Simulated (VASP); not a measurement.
An input for Ansatz (written as the equivalent of a VASP run, and not itself run):

Ansatz 0.2 input:
```yaml
crystal:
  lattice:
    - [-1.6346733, 1.6346733, 1.6346733]
    - [1.6346733, -1.6346733, 1.6346733]
    - [1.6346733, 1.6346733, -1.6346733]
  atoms:
    - { symbol: Na, position: [0.0000000, 0.0000000, 0.0000000] }
kpoints:
  mp_grid: { grid: [16, 16, 16] }
hamiltonian:
  xc: lda
  pseudopotentials: { kind: paw }
scf:
  occupations: { method: methfessel_paxton, width: 0.1 }
  max_iter: 100
relax:
  max_steps: 40
  f_tol: 0.02
  cell: { p_target: 30 }
output: { forces: true, stress: true, eigenvalues: true }
```

**Question.** Write the VASP files for the same calculation (LDA).

**Answer.** This is not unique; one that fits is 
**POSCAR**
```
Na
1
   -1.6346732833     1.6346732833     1.6346732833
    1.6346732833    -1.6346732833     1.6346732833
    1.6346732833     1.6346732833    -1.6346732833
Na
1
Direct
  0.0000000000   0.0000000000   0.0000000000
```

File KPOINTS:
```
Automatic mesh
0
Gamma
16 16 16
0 0 0
```

**INCAR**
```
SYSTEM = Na
PREC = Accurate; ENCUT = 500; LREAL = .FALSE.
LASPH = .TRUE.
EDIFF = 1E-6; NELM = 100; ALGO = Normal
ISMEAR = 1; SIGMA = 0.1
IBRION = 2; NSW = 40; ISIF = 3
EDIFFG = -0.02; PSTRESS = 300
LWAVE = .FALSE.; LCHARG = .FALSE.
```

POTCAR, in this order: Na_pv (LDA.64 set). Program: vasp_std.

The two are equivalent in intent, not identical: each code has its own PAW files, so the cut-off isn't converted (ENCUT is set for VASP's; basis.ecutwfc is left out, and Ansatz then takes the one that its files recommend); Ansatz stops its SCF on the density residual and VASP on the energy change (EDIFF); Ansatz's lda is the Perdew-Wang form, while the LDA potentials of VASP carry Perdew-Zunger's.

The compound is Na in the bcc structure. This run relaxes it under an external pressure of 30 GPa. Symmetry was kept, so distortions that lower it aren't found.
